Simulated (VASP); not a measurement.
# GaN: excitons from the Bethe-Salpeter equation

What does the electron-hole attraction do to the spectrum of GaN? The cell is of the zinc-blende type, one of the forms listed for this formula. The start is a computed cell from the Materials Project.

Calculated with VASP 6.6.1; LDA; plane waves and PAW (Ga_d_GW, N_GW), in the first sound run; inputs show where later runs differ.

This is a report of a sequence of runs, with most program output left out.

### Step 1. The structure

It takes space group F-43m (No. 216, cubic). The conventional cell has a = 4.507 Å, b = 4.507 Å, c = 4.507 Å, α = 90.00°, β = 90.00°, γ = 90.00°. Nearest to Ga lie 4 N at 1.95 Å. Nearest to N lie 4 Ga at 1.95 Å. Farther neighbours and most contacts between anions are not listed.

### Step 2. Ground state

The orbitals come from a self-consistent LDA run with a tight EDIFF and a narrow smearing. KPOINTS_OPT adds the bands along a path, which shows whether the mesh holds the band edges.

INCAR

```
SYSTEM = GaN
PREC = Accurate
ENCUT = 450
EDIFF = 1E-08
NELM = 100
ISMEAR = 0
SIGMA = 0.01
LREAL = .FALSE.
ALGO = Normal
GGA = CA
NBANDS = 15
LORBIT = 11
LWAVE = .TRUE.
LCHARG = .FALSE.
KPAR = 8
```

POSCAR

```
GaN
1.0
    0.0000000000      2.2535006075      2.2535006075
    2.2535006075      0.0000000000      2.2535006075
    2.2535006075      2.2535006075      0.0000000000
Ga N
1 1
Direct
    0.0000000000      0.0000000000      0.0000000000
    0.2500000000      0.2500000000      0.2500000000
```

KPOINTS

```
Automatic mesh
0
Gamma
10 10 10
0 0 0
```

KPOINTS_OPT

```
Line mode
12
Line-mode
Reciprocal
  0.00000000   0.00000000   0.00000000 GAMMA
  0.50000000   0.00000000   0.50000000 X

  0.50000000   0.00000000   0.50000000 X
  0.50000000   0.25000000   0.75000000 W

  0.50000000   0.25000000   0.75000000 W
  0.37500000   0.37500000   0.75000000 K

  0.37500000   0.37500000   0.75000000 K
  0.00000000   0.00000000   0.00000000 GAMMA

  0.00000000   0.00000000   0.00000000 GAMMA
  0.50000000   0.50000000   0.50000000 L

  0.50000000   0.50000000   0.50000000 L
  0.62500000   0.25000000   0.62500000 U

  0.62500000   0.25000000   0.62500000 U
  0.50000000   0.25000000   0.75000000 W

  0.50000000   0.25000000   0.75000000 W
  0.50000000   0.50000000   0.50000000 L

  0.50000000   0.50000000   0.50000000 L
  0.37500000   0.37500000   0.75000000 K

  0.62500000   0.25000000   0.62500000 U
  0.50000000   0.00000000   0.50000000 X
```

PAW data sets: Ga_d_GW and N_GW (LDA family, release 64).

On the command line:

```console
mpirun -np 8 vasp_std
```

Run time: 15 s. Hardware: 8 MPI ranks of AMD EPYC 7R43, shared host; peak memory 0.97 GiB.

This step gave:

```yaml
free_energy_toten: -13.93 eV
fermi_energy: 4.966 eV
pressure: -7.075 GPa
least_gap_on_mesh_and_path: 1.750 eV
least_direct_gap_on_mesh_and_path: 1.750 eV
```

The highest empty bands on the path are converged less tightly, to about 0.1 eV. The electronic bands at the labelled points (eV, zero at the valence-band top; v1 is the highest filled band, c1 the lowest empty one):

| point | v3 | v2 | v1 | c1 | c2 |
| --- | --- | --- | --- | --- | --- |
| Γ | 0.00 | 0.00 | 0.00 | 1.75 | 10.11 |
| 0.45 of the way | -3.07 | -1.31 | -1.31 | 4.43 | 7.45 |
| X | -6.20 | -2.73 | -2.73 | 3.25 | 6.49 |
| 0.55 of the way | -5.99 | -3.32 | -3.29 | 4.67 | 7.44 |
| W | -5.77 | -3.74 | -3.69 | 6.12 | 8.25 |
| 0.45 of the way | -5.85 | -4.12 | -2.90 | 5.62 | 7.94 |
| K | -5.94 | -4.31 | -2.19 | 4.88 | 7.73 |
| 0.55 of the way | -3.81 | -1.83 | -0.43 | 4.82 | 8.47 |
| Γ | 0.00 | 0.00 | 0.00 | 1.75 | 10.11 |
| 0.45 of the way | -3.43 | -0.46 | -0.46 | 3.86 | 8.71 |
| L | -7.11 | -0.98 | -0.98 | 4.55 | 8.60 |
| 0.45 of the way | -6.71 | -2.52 | -1.39 | 5.82 | 7.38 |
| U | -5.94 | -4.31 | -2.19 | 4.88 | 7.73 |
| 0.55 of the way | -5.85 | -4.12 | -2.90 | 5.62 | 7.94 |
| W | -5.77 | -3.74 | -3.69 | 6.12 | 8.25 |
| 0.45 of the way | -6.38 | -3.26 | -1.94 | 6.65 | 6.86 |
| L | -7.11 | -0.98 | -0.98 | 4.55 | 8.60 |
| 0.55 of the way | -6.55 | -2.99 | -1.54 | 5.94 | 7.30 |
| K | -5.94 | -4.31 | -2.19 | 4.88 | 7.73 |
| jump to U | -5.94 | -4.31 | -2.19 | 4.88 | 7.73 |
| 0.45 of the way | -6.09 | -3.48 | -2.56 | 3.93 | 7.03 |
| X | -6.20 | -2.73 | -2.73 | 3.25 | 6.49 |

Of the projections kept (Ga, N), the largest for each band there; the rest of the weight can lie on other orbitals:

| point | v3 | v2 | v1 | c1 | c2 |
| --- | --- | --- | --- | --- | --- |
| Γ | N 0.78 | N 0.78 | N 0.78 | N 0.59 | Ga 0.99 |
| X | Ga 0.63 | N 0.65 | N 0.65 | Ga 0.81 | Ga 0.82 |
| W | Ga 0.63 | N 0.59 | N 0.57 | N 0.57 | Ga 0.50 |
| K | Ga 0.62 | N 0.56 | N 0.67 | Ga 0.74 | Ga 0.50 |
| Γ | N 0.78 | N 0.78 | N 0.78 | N 0.59 | Ga 0.99 |
| L | Ga 0.60 | N 0.73 | N 0.73 | Ga 0.68 | N 0.78 |

The cell has a gap of 1.75 eV on mesh and path and a pressure of -7.1 GPa, which holds the misfit of the given cell and coordinates with this functional, and any error of cutoff, mesh and data sets. Spin-orbit coupling is left out, which can shift or reorder these edges.

### Step 3. Empty bands

ALGO = Exact makes the empty bands from the converged ground state in one step. LOPTICS writes the k-derivatives of the orbitals (WAVEDER), which give the long-wavelength limit of the screening.

INCAR

```
SYSTEM = GaN
PREC = Accurate
ENCUT = 450
ISMEAR = 0
SIGMA = 0.01
LREAL = .FALSE.
GGA = CA
NBANDS = 56
ALGO = Exact
NELM = 1
LWAVE = .TRUE.
LCHARG = .FALSE.
LOPTICS = .TRUE.
NEDOS = 1000
CSHIFT = 0.1
```

POSCAR is that of step 2.

KPOINTS is that of step 2.

On the command line:

```console
mpirun -np 8 vasp_std
```

Elapsed: 13 s, on 8 MPI ranks; peak memory 0.91 GiB.

The gap is read on the k-mesh alone, so it is an upper bound where the band edges lie off the mesh.

This step gave:

| Item | Value |
| --- | --- |
| gap on the k-mesh | 1.750 eV |
| least direct gap on the k-mesh | 1.750 eV |

WAVECAR now holds 56 bands for 18 electrons. Its independent-particle dielectric tensor has xx, yy, zz = 6.2, 6.2, 6.2 on this mesh, which isn't tested for convergence in mesh or bands and lacks local fields.

### Step 4. G0W0

This step: G0W0 on LDA; plane waves and PAW (Ga_d_GW, N_GW) (VASP 6.6.1).

G0W0 keeps orbitals and screening fixed and shifts each of the lowest NBANDSGW levels once. LWAVE keeps the quasiparticle levels in WAVECAR, and the W files hold the screened interaction for the next step.

INCAR

```
SYSTEM = GaN
PREC = Accurate
ENCUT = 450
ISMEAR = 0
SIGMA = 0.01
LREAL = .FALSE.
GGA = CA
NBANDS = 56
ALGO = EVGW0
NELMGW = 1
ENCUTGW = 100
NOMEGA = 48
PRECFOCK = Fast
NBANDSGW = 24
LWAVE = .TRUE.
LCHARG = .FALSE.
```

POSCAR is that of step 3.

KPOINTS is that of step 3.

On the command line:

```console
mpirun -np 8 vasp_std
```

The job ended after 26 min (8 MPI ranks; peak memory 3.6 GiB).

This step gave:

| Property | Result |
| --- | --- |
| quasiparticle gap on the mesh | 2.880 eV |
| smallest direct quasiparticle gap on the mesh | 2.880 eV |
| gap of the starting orbitals on the mesh | 1.750 eV |

GW takes the gap from 1.750 to 2.880 eV. Spin-orbit coupling is left out. The value holds for 56 bands, ENCUTGW = 100 eV and this mesh, and isn't shown to be converged in them.

### Step 5. BSE, Tamm-Dancoff

This step: BSE on G0W0 on LDA; plane waves and PAW (Ga_d_GW, N_GW) (VASP 6.6.1).

The Bethe-Salpeter equation adds the screened attraction of electron and hole to the quasiparticle pairs; ANTIRES = 0 leaves out the coupling to antiresonant pairs.

INCAR

```
SYSTEM = GaN
PREC = Accurate
ENCUT = 450
ISMEAR = 0
SIGMA = 0.01
LREAL = .FALSE.
GGA = CA
NBANDS = 56
ALGO = BSE
NBANDSO = 5
NBANDSV = 4
OMEGAMAX = 25
NEDOS = 1000
CSHIFT = 0.1
PRECFOCK = Fast
LWAVE = .FALSE.
LCHARG = .FALSE.
ENCUTGW = 100
ANTIRES = 0
```

POSCAR is that of step 4.

KPOINTS is that of step 4.

On the command line:

```console
mpirun -np 8 vasp_std
```

Run time: 26 min. Hardware: 8 MPI ranks; peak memory 13 GiB; 3.5 h of CPU time.

This step gave:

```
lowest excitation : 2.625 eV
```

The imaginary dielectric function, xx has structure finer than the step of the table below, so its rows give means over 0.5 eV, whole bins alone (the curve runs from 0 to 25 eV). Peaks (eV: height): 3.55: 5.85, 5.06: 6.06, 6.56: 12.5, 7.26: 12.7, 8.33: 7.58, 10.09: 8.21, 12.26: 6.23.

From 5 filled and 4 empty bands alone, without any pair above OMEGAMAX = 25 eV, so strength is missing wherever others contribute; lines are broadened by CSHIFT, which also makes the tail under the first line. Imaginary dielectric function, xx against photon energy; means over each step:

photon energy (eV), imaginary dielectric function, xx and a bar:
```
      0.5        0.0 
      1.0        0.0 
      1.5        0.1 
      2.0        0.1 
      2.5        1.4 ####
      3.0        0.6 ##
      3.5        3.1 #########
      4.0        1.7 #####
      4.5        2.3 #######
      5.0        3.6 ###########
      5.5        3.5 ###########
      6.0        5.1 ###############
      6.5        9.9 ##############################
      7.0        9.9 ##############################
      7.5        8.2 #########################
      8.0        5.9 ##################
      8.5        6.3 ###################
      9.0        3.6 ###########
      9.5        4.4 #############
     10.0        7.1 ######################
     10.5        6.0 ##################
     11.0        4.7 ##############
     11.5        4.6 ##############
     12.0        4.5 ##############
     12.5        4.1 ############
     13.0        3.1 #########
     13.5        2.0 ######
     14.0        1.4 ####
     14.5        1.1 ###
     15.0        1.1 ###
     15.5        0.7 ##
     16.0        0.4 #
     16.5        0.3 #
     17.0        0.3 #
     17.5        0.2 #
     18.0        0.1 
     18.5        0.1 
     19.0        0.1 
     19.5        0.1 
     20.0        0.1 
     20.5        0.1 
     21.0        0.1 
     21.5        0.0 
     22.0        0.0 
     22.5        0.0 
     23.0        0.0 
     23.5        0.0 
     24.0        0.0 
     24.5        0.0
```

Some of the lowest 40 states alone, with states under 2.5 meV apart joined, scaled to the strongest line shown. Lines of the exciton spectrum (strongest = 100):

| position (eV) | lines merged | oscillator strength |
| --- | --- | --- |
| 2.625 | 3 | 46 |
| 3.587 | 3 | 100 |
| 3.632 | 5 | 0.0 |
| 3.659 | 8 | 0.0 |
| 4.156 | 3 | 35 |
| 4.173 | 6 | 0.0 |
| 4.184 | 3 | 0.0 |

The lowest excitation lies at 2.625 eV, -254 meV against the direct gap of these orbitals, a distance that this coarse mesh makes far too large. Peak heights aren't converged with the mesh, least of all at the onset.

### Step 6. Independent quasiparticles

This step: BSE on G0W0 on LDA, independent quasiparticles; plane waves and PAW (Ga_d_GW, N_GW) (VASP 6.6.1).

With LADDER and LHARTREE off the pairs don't interact at all, so the lowest line must equal the direct gap.

Changes to INCAR since step 5:

```diff
@@ -19 +19,3 @@
 ANTIRES = 0
+LADDER = .FALSE.
+LHARTREE = .FALSE.
```

POSCAR is that of step 5.

KPOINTS is that of step 5.

On the command line:

```console
mpirun -np 8 vasp_std
```

The job ended after 15 min (8 MPI ranks; peak memory 13 GiB; 2 h of CPU time).

Numbers from this step:

| Property | Result |
| --- | --- |
| lowest excitation | 2.880 eV |

The imaginary dielectric function, xx has structure finer than the step of the table below, so its rows give means over 0.5 eV, whole bins alone (the curve runs from 0 to 25 eV). Peaks (eV: height): 7.06: 6.24, 7.68: 10.7, 9.01: 8.98, 9.51: 5.63, 10.84: 7.60, 11.46: 7.19, 12.64: 7.54.

From 5 filled and 4 empty bands alone, without any pair above OMEGAMAX = 25 eV, so strength is missing wherever others contribute; lines are broadened by CSHIFT, which also makes the tail under the first line. Imaginary dielectric function, xx against photon energy; means over each step:

| photon energy (eV) | imaginary dielectric function, xx |
| --- | --- |
| 0.5 | 0.00845 |
| 1.0 | 0.0183 |
| 1.5 | 0.0324 |
| 2.0 | 0.0613 |
| 2.5 | 0.255 |
| 3.0 | 0.959 |
| 3.5 | 0.492 |
| 4.0 | 1.90 |
| 4.5 | 1.25 |
| 5.0 | 1.27 |
| 5.5 | 2.38 |
| 6.0 | 2.35 |
| 6.5 | 2.44 |
| 7.0 | 5.27 |
| 7.5 | 6.70 |
| 8.0 | 8.19 |
| 8.5 | 6.82 |
| 9.0 | 7.87 |
| 9.5 | 4.14 |
| 10.0 | 4.51 |
| 10.5 | 6.25 |
| 11.0 | 6.42 |
| 11.5 | 6.28 |
| 12.0 | 5.91 |
| 12.5 | 6.10 |
| 13.0 | 5.69 |
| 13.5 | 5.04 |
| 14.0 | 3.36 |
| 14.5 | 2.26 |
| 15.0 | 1.99 |
| 15.5 | 1.76 |
| 16.0 | 1.23 |
| 16.5 | 0.659 |
| 17.0 | 0.514 |
| 17.5 | 0.413 |
| 18.0 | 0.302 |
| 18.5 | 0.210 |
| 19.0 | 0.192 |
| 19.5 | 0.209 |
| 20.0 | 0.107 |
| 20.5 | 0.0844 |
| 21.0 | 0.0587 |
| 21.5 | 0.0590 |
| 22.0 | 0.0520 |
| 22.5 | 0.0585 |
| 23.0 | 0.0628 |
| 23.5 | 0.0386 |
| 24.0 | 0.0346 |
| 24.5 | 0.0312 |

The lowest excitation lies at 2.880 eV, +254 meV against the Tamm-Dancoff singlet. Peak heights aren't converged with the mesh, least of all at the onset.

### Step 7. Without the electron-hole attraction

This step: BSE on G0W0 on LDA, without the electron-hole attraction; plane waves and PAW (Ga_d_GW, N_GW) (VASP 6.6.1).

LADDER = .FALSE. removes the attraction and keeps the local fields, which shows what the attraction does.

Changes to INCAR since step 6:

```diff
@@ -20,2 +20 @@
 LADDER = .FALSE.
-LHARTREE = .FALSE.
```

POSCAR is that of step 6.

KPOINTS is that of step 6.

On the command line:

```console
mpirun -np 8 vasp_std
```

Elapsed: 18 min, on 8 MPI ranks; peak memory 14 GiB; 2.4 h of CPU time.

Numbers from this step:

```
lowest excitation : 2.881 eV
```

The imaginary dielectric function, xx has structure finer than the step of the table below, so its rows give means over 1 eV, whole bins alone (the curve runs from 0 to 25 eV). Peaks (eV: height): 7.1: 5.59, 7.8: 9.15, 9.1: 9.66, 9.5: 5.72, 10.8: 5.99, 11.5: 5.88, 12.8: 6.50.

From 5 filled and 4 empty bands alone, without any pair above OMEGAMAX = 25 eV, so strength is missing wherever others contribute; lines are broadened by CSHIFT, which also makes the tail under the first line. The imaginary dielectric function, xx by photon energy; means over each step:

photon energy (eV), imaginary dielectric function, xx and a bar:
```
        1       0.02 
        2       0.07 
        3       0.62 ##
        4       1.37 #####
        5       1.37 #####
        6       2.15 ########
        7       3.83 ###############
        8       7.63 ##############################
        9       7.04 ############################
       10       4.27 #################
       11       5.08 ####################
       12       4.89 ###################
       13       5.70 ######################
       14       5.20 ####################
       15       2.91 ###########
       16       2.05 ########
       17       0.80 ###
       18       0.45 ##
       19       0.24 #
       20       0.21 #
       21       0.09 
       22       0.07 
       23       0.06 
       24       0.04
```

The lowest excitation lies at 2.881 eV, +256 meV against the Tamm-Dancoff singlet. Peak heights aren't converged with the mesh, least of all at the onset.

### Step 8. Triplet excitons

This step: BSE on G0W0 on LDA, triplet excitons; plane waves and PAW (Ga_d_GW, N_GW) (VASP 6.6.1).

Without the local-field term (LHARTREE = .FALSE.), which is the exchange between electron and hole, the same equation gives the triplet excitons, which light can't excite.

Changes to INCAR since step 7:

```diff
@@ -19,2 +19,2 @@
 ANTIRES = 0
-LADDER = .FALSE.
+LHARTREE = .FALSE.
```

POSCAR is that of step 7.

KPOINTS is that of step 7.

On the command line:

```console
mpirun -np 8 vasp_std
```

Elapsed: 3.9 min, on 8 MPI ranks.

The run was cut off at its time limit.

More ranks or a longer limit would be the way on.

### Step 9. Summary

This step: BSE on G0W0 on LDA; plane waves and PAW (VASP 6.6.1).

This step runs nothing: it gathers the runs above.

Cost is wall time times ranks on a shared host, for this step alone, without the steps before it. Excitations by level:

| level | first excitation (eV) | cost (core minutes) |
| --- | --- | --- |
| BSE, Tamm-Dancoff | 2.625 | 211.4 |
| independent quasiparticles | 2.88 | 119.9 |
| without the electron-hole attraction | 2.881 | 144.8 |

### Step 10. Results

```
BSE, Tamm-Dancoff                    : lowest vertical excitation 2.625 eV; direct gap 2.880 eV
independent quasiparticles           : lowest vertical excitation 2.880 eV; direct gap 2.880 eV
without the electron-hole attraction : lowest vertical excitation 2.881 eV; direct gap 2.880 eV
```

**Reading.** The Bethe-Salpeter equation puts the lowest vertical singlet excitation at 2.625 eV, 0.25 eV below the direct gap of 2.880 eV; the states within 10 meV of it carry 46 % of the strength of the strongest such group among the lowest 40 states. The attraction moves the centre of weight of eps2 xx over the computed range by -1.84 eV against the run without the attraction, a shift that holds the same mesh error. The binding energy was not obtained: in a well-screened crystal the exciton spreads over many cells, and on this mesh its distance from the gap is set by the mesh and is far too large. On such a mesh the heights of single peaks aren't converged either. Bands, response cutoff and mesh of the GW step weren't tested in this session. Only the bands set by NBANDSO and NBANDSV form pairs, and any pair above OMEGAMAX = 25 eV is dropped, so the spectrum is that of this window; the window can cut degenerate bands. Spin-orbit coupling is left out; with Ga in the cell it can split or shift band edges, by an amount that depends on which atoms form them and isn't tested here. The given cell is kept, although it stands at -7.1 GPa at LDA and ENCUT = 450 eV, which holds the mismatch of the given cell with this functional and any basis-set error. Not tabulated here, as repeats of values shown or as unfit to read for their mesh, reference level or band range: eps2 curves (empty bands); eps1 curves and static values (BSE, empty bands, independent quasiparticles, without the electron-hole attraction); exciton binding energies (BSE); line lists of runs without attraction (independent quasiparticles, without the electron-hole attraction).

[Lines on the potential files, build, host, timing and source positions are cut from VASP's logs without a mark.]

[Logs are printed without paths, hosts, clocks, repeated set-up lines and the standing remarks that a program may print on its own settings, such as how far it seeks lower states.]

[Hosts, paths, dates, database ids (printed as entryN), source tags and the programs' standing remarks are cut or masked in the printed files.]

[Pressures printed for these runs are not shown converged in the cutoff: they can be off by several GPa and have the wrong sign.]
